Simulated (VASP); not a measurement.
Ba3Nd, 4 atoms in the cell. Symmetry: I4/mmm, No. 139, tetragonal system. The conventional cell has a = 5.923 Å, b = 5.923 Å, c = 12.060 Å, α = 90.00°, β = 90.00°, γ = 90.00°. Around Nd (site symmetry 4/mmm) lie 12 Ba at 4.19 to 4.23 Å. Ba (site symmetry 4/mmm) has 4 Nd at 4.19 Å and 8 Ba at 4.23 Å as nearest neighbours. Ba (site symmetry -4m2) is surrounded by 8 Ba at 4.19 to 4.23 Å and 4 Nd at 4.23 Å. The cell comes from a database or a generator and needn't be the stable form of this composition.

| Item | Value |
| --- | --- |
| Program | VASP 6.6.1 |
| Task | single point |
| Functional | PBE |
| Potentials or basis | VASP PAW PBE potentials, release 64 (Nd, Ba_sv) |
| Cutoff | 520 eV |
| k mesh | 7 × 7 × 7 |
| Occupations | fermi-dirac, width 0.05 eV |
| Spin | collinear spin, ferromagnetic start |
| Starting moments | [3.0, 0.0, 0.0, 0.0] μB |
| Further INCAR settings | ALGO = Normal; EDIFF = 1e-07; NBANDS = 34 |

Potentials or basis: VASP PAW PBE potentials, release 64 (Nd, Ba_sv).

Command:

```console
$ cat potpaw_PBE.64/Nd/POTCAR potpaw_PBE.64/Ba_sv/POTCAR > POTCAR
$ mpirun -np 1 vasp_std > vasp.out
```

Hardware: 1 thread of Intel(R) Xeon(R) Platinum 8488C (Sapphire Rapids), with other jobs on the host.

Question: Estimate the wall time of this run.

Answer: Wall time 45 min on 1 thread of Intel(R) Xeon(R) Platinum 8488C (Sapphire Rapids), with other jobs on the host, peak memory 0.86 GiB. Counts: scf iterations 47, k points 40.
